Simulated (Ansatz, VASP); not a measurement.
# Cross-check of SiO2 (Cristobalite) between VASP and Ansatz, part 2 of 3

Wanted: the spread between two codes on one cell, functional and k mesh. The cell is taken from a series of runs on this material, whose earlier steps may have relaxed, scaled, displaced or heated it; both programs get it as it stands.

VASP 6.6.1 and Ansatz 0.2.0.

So far: Set-up; VASP: zone-centre phonons, LDA.

### 2. VASP: zone-centre phonons, LDA (continued)

Level of this step: LDA; plane waves and PAW (O, Si) (VASP).

OUTCAR, selected parts (step 2):

```text
ion  position               nearest neighbor table
   1  0.239  0.107  0.180-  10 1.61   9 1.61
   2  0.393  0.739  0.430-  11 1.61  10 1.61
   3  0.761  0.893  0.680-  12 1.61  11 1.61
   4  0.607  0.261  0.930-   9 1.61  12 1.61
   5  0.739  0.393  0.570-  11 1.61  12 1.61
   6  0.893  0.761  0.320-  10 1.61  11 1.61
   7  0.261  0.607  0.070-   9 1.61  10 1.61
   8  0.107  0.239  0.820-  12 1.61   9 1.61
   9  0.301  0.301  0.000-   4 1.61   7 1.61   1 1.61   8 1.61  10 3.07  12 3.07  10 3.07  12 3.07

  LATTYP: Found a simple tetragonal cell.
 ALAT       =     4.9725209781
 C/A-ratio  =     1.3924554586

 Subroutine GETGRP returns: Found  8 space group operations
 (whereof  2 operations were pure point group operations)

The static configuration has the point symmetry C_2 .
 The point group associated with its full space group is D_4 .

 Found     18 irreducible k-points:

   k-points           NKPTS =     18   k-points in BZ     NKDIM =     18   number of bands    NBANDS=     44

   dimension x,y,z NGX =    40 NGY =   40 NGZ =   56
   dimension x,y,z NGXF=    80 NGYF=   80 NGZF=  112

   ENCUT  =  600.0 eV  44.10 Ry    6.64 a.u.   9.93  9.93 13.83*2*pi/ulx,y,z

   NELECT =      64.0000    total number of electrons

 k-points in reciprocal lattice and weights: Automatic mesh
   0.00000000  0.00000000  0.00000000       0.016
   0.25000000  0.00000000  0.00000000       0.062
   0.50000000  0.00000000  0.00000000       0.031
   0.25000000  0.25000000  0.00000000       0.062
   0.50000000  0.25000000  0.00000000       0.062
   0.50000000  0.50000000  0.00000000       0.016
   0.00000000  0.00000000  0.25000000       0.031
   0.25000000  0.00000000  0.25000000       0.125
   0.50000000  0.00000000  0.25000000       0.062
[...]
0.50000000  0.25000000  0.50000000       0.062
   0.50000000  0.50000000  0.50000000       0.016

 average (electrostatic) potential at core
       1 -74.5927       2 -74.5927       3 -74.5927       4 -74.5927       5 -74.5927
       6 -74.5927       7 -74.5927       8 -74.5927       9 -89.1808      10 -89.1808
      11 -89.1808      12 -89.1808

  Total       -0.2092273     -0.2092273     -0.2724840      0.0000000      0.0000000      0.0000000
  in kB       -1.9580231     -1.9580231     -2.5500013      0.0000000      0.0000000      0.0000000
  external PRESSURE =      -2.1553492 kB  Pullay stress =       0.0000000 kB

  energy-cutoff  :      600.00
  volume of cell :      171.20
      direct lattice vectors                 reciprocal lattice vectors
     4.972520978  0.000000000  0.000000000     0.201105235  0.000000000  0.000000000
     0.000000000  4.972520978  0.000000000     0.000000000  0.201105235  0.000000000
     0.000000000  0.000000000  6.924013979     0.000000000  0.000000000  0.144424896

 POSITION                                       TOTAL-FORCE (eV/Angst)
 -----------------------------------------------------------------------------------
      1.18625      0.53306      1.24892         0.000886      0.000671     -0.004721
[...]
3.019318  1.300010  6.441932     0.246707   -0.053431   -0.188909
      3.672511  1.953203  3.944089    -0.055252    0.255749   -0.195148
      4.439464  3.786270  2.213086    -0.241553   -0.048584    0.166336
      1.300010  3.019318  0.482082    -0.055252    0.255749    0.195148
      0.533057  1.186251  5.675093    -0.241553   -0.048584   -0.166336
      1.498007  1.498007  0.000000    -0.002117   -0.004989   -0.005745
      0.988254  3.984267  1.731003     0.078133    0.078263   -0.312843
      3.474514  3.474514  3.462007    -0.002117   -0.004989    0.005745
      3.984267  0.988254  5.193010     0.078133    0.078263    0.312843

   2 f  =   35.990330 THz   226.133913 2PiTHz 1200.508191 cm-1   148.843979 meV
             X         Y         Z           dx          dy          dz
      1.186251  0.533057  1.248921    -0.053431   -0.246707    0.188909
      1.953203  3.672511  2.979925    -0.250780    0.050580   -0.173389
      3.786270  4.439464  4.710928    -0.053431   -0.246707   -0.188909
      3.019318  1.300010  6.441932    -0.250780    0.050580    0.173389
      3.672511  1.953203  3.944089    -0.048584    0.241553   -0.166336
      4.439464  3.786270  2.213086     0.255749    0.055252   -0.195148
      1.300010  3.019318  0.482082    -0.048584    0.241553    0.166336
      0.533057  1.186251  5.675093     0.255749    0.055252    0.195148
      1.498007  1.498007  0.000000     0.078263   -0.078133   -0.312843
      0.988254  3.984267  1.731003    -0.004989    0.002117    0.005745
      3.474514  3.474514  3.462007     0.078263   -0.078133    0.312843
      3.984267  0.988254  5.193010    -0.004989    0.002117   -0.005745

   3 f  =   33.885620 THz   212.909628 2PiTHz 1130.302607 cm-1   140.139599 meV
             X         Y         Z           dx          dy          dz
      1.186251  0.533057  1.248921     0.065965    0.286677   -0.196078
      1.953203  3.672511  2.979925     0.286677   -0.065965    0.196078
      3.786270  4.439464  4.710928    -0.065965   -0.286677   -0.196078
      3.019318  1.300010  6.441932    -0.286677    0.065965    0.196078
      3.672511  1.953203  3.944089    -0.065965    0.286677   -0.196078
      4.439464  3.786270  2.213086    -0.286677   -0.065965    0.196078
      1.300010  3.019318  0.482082     0.065965   -0.286677   -0.196078
      0.533057  1.186251  5.675093     0.286677    0.065965    0.196078
      1.498007  1.498007  0.000000    -0.004242   -0.004242   -0.000000
      0.988254  3.984267  1.731003    -0.004242    0.004242    0.000000
      3.474514  3.474514  3.462007     0.004242    0.004242   -0.000000
      3.984267  0.988254  5.193010     0.004242   -0.004242    0.000000

   4 f  =   32.893311 THz   206.674766 2PiTHz 1097.202737 cm-1   136.035741 meV
             X         Y         Z           dx          dy          dz
      1.186251  0.533057  1.248921    -0.039978   -0.264531    0.150383
      1.953203  3.672511  2.979925     0.264531   -0.039978    0.150383
      3.786270  4.439464  4.710928     0.039978    0.264531    0.150383
      3.019318  1.300010  6.441932    -0.264531    0.039978    0.150383
      3.672511  1.953203  3.944089     0.039978   -0.264531    0.150383
      4.439464  3.786270  2.213086    -0.264531   -0.039978    0.150383
      1.300010  3.019318  0.482082    -0.039978    0.264531    0.150383
      0.533057  1.186251  5.675093     0.264531    0.039978    0.150383
      1.498007  1.498007  0.000000     0.070957   -0.070957   -0.227048
      0.988254  3.984267  1.731003     0.070957    0.070957   -0.227048
      3.474514  3.474514  3.462007    -0.070957    0.070957   -0.227048
      3.984267  0.988254  5.193010    -0.070957   -0.070957   -0.227048

   5 f  =   32.768667 THz   205.891608 2PiTHz 1093.045083 cm-1   135.520257 meV
             X         Y         Z           dx          dy          dz
      1.186251  0.533057  1.248921    -0.055346   -0.241748    0.186170
      1.953203  3.672511  2.979925    -0.241748    0.055346   -0.186170
      3.786270  4.439464  4.710928     0.055346    0.241748    0.186170
      3.019318  1.300010  6.441932     0.241748   -0.055346   -0.186170
      3.672511  1.953203  3.944089    -0.055346    0.241748   -0.186170
      4.439464  3.786270  2.213086    -0.241748   -0.055346    0.186170
      1.300010  3.019318  0.482082     0.055346   -0.241748   -0.186170
      0.533057  1.186251  5.675093     0.241748    0.055346    0.186170
      1.498007  1.498007  0.000000    -0.156592    0.156592   -0.092890
      0.988254  3.984267  1.731003     0.156592    0.156592    0.092890
      3.474514  3.474514  3.462007     0.156592   -0.156592   -0.092890
      3.984267  0.988254  5.193010    -0.156592   -0.156592    0.092890

   6 f  =   32.743378 THz   205.732710 2PiTHz 1092.201518 cm-1   135.415669 meV
             X         Y         Z           dx          dy          dz
      1.186251  0.533057  1.248921     0.076636    0.247828   -0.183483
      1.953203  3.672511  2.979925    -0.233258    0.030537   -0.186709
      3.786270  4.439464  4.710928     0.076636    0.247828    0.183483
      3.019318  1.300010  6.441932    -0.233258    0.030537    0.186709
      3.672511  1.953203  3.944089    -0.039602    0.261580   -0.207575
      4.439464  3.786270  2.213086    -0.217724   -0.072369    0.159497
      1.300010  3.019318  0.482082    -0.039602    0.261580    0.207575
      0.533057  1.186251  5.675093    -0.217724   -0.072369   -0.159497
      1.498007  1.498007  0.000000     0.148798   -0.169883    0.080021
      0.988254  3.984267  1.731003     0.163605   -0.182992   -0.004868
      3.474514  3.474514  3.462007     0.148798   -0.169883   -0.080021
      3.984267  0.988254  5.193010     0.163605   -0.182992    0.004868

   7 f  =   32.743378 THz   205.732710 2PiTHz 1092.201518 cm-1   135.415669 meV
             X         Y         Z           dx          dy          dz
      1.186251  0.533057  1.248921    -0.030537   -0.233258    0.186709
      1.953203  3.672511  2.979925    -0.247828    0.076636   -0.183483
      3.786270  4.439464  4.710928    -0.030537   -0.233258   -0.186709
      3.019318  1.300010  6.441932    -0.247828    0.076636    0.183483
      3.672511  1.953203  3.944089     0.072369   -0.217724    0.159497
      4.439464  3.786270  2.213086    -0.261580   -0.039602    0.207575
      1.300010  3.019318  0.482082     0.072369   -0.217724   -0.159497
      0.533057  1.186251  5.675093    -0.261580   -0.039602   -0.207575
      1.498007  1.498007  0.000000     0.182992    0.163605    0.004868
      0.988254  3.984267  1.731003     0.169883    0.148798    0.080021
      3.474514  3.474514  3.462007     0.182992    0.163605   -0.004868
      3.984267  0.988254  5.193010     0.169883    0.148798   -0.080021

   8 f  =   32.668430 THz   205.261800 2PiTHz 1089.701530 cm-1   135.105710 meV
             X         Y         Z           dx          dy          dz
      1.186251  0.533057  1.248921     0.054673    0.241573   -0.185323
      1.953203  3.672511  2.979925    -0.241573    0.054673   -0.185323
      3.786270  4.439464  4.710928    -0.054673   -0.241573   -0.185323
      3.019318  1.300010  6.441932     0.241573   -0.054673   -0.185323
      3.672511  1.953203  3.944089     0.054673   -0.241573    0.185323
      4.439464  3.786270  2.213086    -0.241573   -0.054673    0.185323
      1.300010  3.019318  0.482082    -0.054673    0.241573    0.185323
      0.533057  1.186251  5.675093     0.241573    0.054673    0.185323
      1.498007  1.498007  0.000000    -0.171198   -0.171198    0.000000
    [... 421 further lines ...]
      3.474514  3.474514  3.462007    -0.209214   -0.270315   -0.000010
      3.984267  0.988254  5.193010    -0.209049   -0.270188    0.000078

 MACROSCOPIC STATIC DIELECTRIC TENSOR IONIC CONTRIBUTION
 ------------------------------------------------------
           1.834635    -0.000000     0.000000
           0.000000     1.834635     0.000000
           0.000000     0.000000     1.625433
 ------------------------------------------------------

 ELASTIC MODULI CONTR FROM IONIC RELAXATION (kBar)
 Direction    XX          YY          ZZ          XY          YZ          ZX
 --------------------------------------------------------------------------------
 XX       -3337.5578   -217.7029  -1261.4019      0.0000     -0.0000      0.0000
 YY        -217.7029  -3337.5578  -1261.4019     -0.0000      0.0000     -0.0000
 ZZ       -1261.4019  -1261.4019  -2510.0668     -0.0000      0.0000      0.0000
 XY           0.0000     -0.0000     -0.0000   -218.1795     -0.0000      0.0000
 YZ          -0.0000      0.0000      0.0000     -0.0000   -745.8108     -0.0000
 ZX           0.0000     -0.0000      0.0000      0.0000     -0.0000   -747.2776
 --------------------------------------------------------------------------------

 PIEZOELECTRIC TENSOR IONIC CONTR  for field in x, y, z        (C/m^2)
          XX          YY          ZZ          XY          YZ          ZX
  --------------------------------------------------------------------------------
  x    -0.00000     0.00000    -0.00000    -0.00000    -0.01482    -0.00000
  y    -0.00000    -0.00000     0.00000     0.00000     0.00000     0.01727
  z     0.00000    -0.00000     0.00000     0.00015    -0.00000     0.00000
```

[end of part 2 of 3]

[Lines on the potential files, build, host, timing and source positions are cut from VASP's logs without a mark.]

[Logs are printed without paths, hosts, clocks, repeated set-up lines and the standing remarks that a program may print on its own settings, such as how far it seeks lower states.]

[Hosts, paths, dates, database ids (printed as entryN), source tags and the programs' standing remarks are cut or masked in the printed files.]
